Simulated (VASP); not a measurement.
```
CELL_PARAMETERS angstrom
      1.88721    -3.26874     0.00000
      1.88721     3.26874     0.00000
      0.00000     0.00000    12.06427
ATOMIC_POSITIONS crystal
  La 0.00000 0.00000 0.50000
  La 0.00000 0.00000 0.00000
  La 0.33333 0.66667 0.25000
  La 0.66667 0.33333 0.75000
```

Computed with PBE GGA with spin-orbit coupling, VASP's PBE PAW potentials (set 64) (plane waves; VASP). Run with 400 eV cut-off, 9×9×3 Γ-centred mesh, Gaussian smearing of 0.050 eV, potentials La.

Q: Estimate the energy per atom (σ→0), band gap (over mesh and band path) with the smallest direct gap where there is one.

A: 
```
Property                                                              Result
----------------------------------  ----------------------------------------
band gap (over mesh and band path)  none (metal, semimetal or under 0.01 eV)
energy per atom (σ→0)                                         -5.181 eV/atom
```

Only differences to runs with the same potentials and settings are physical.

The compound is La in the dhcp structure. It was relaxed first.
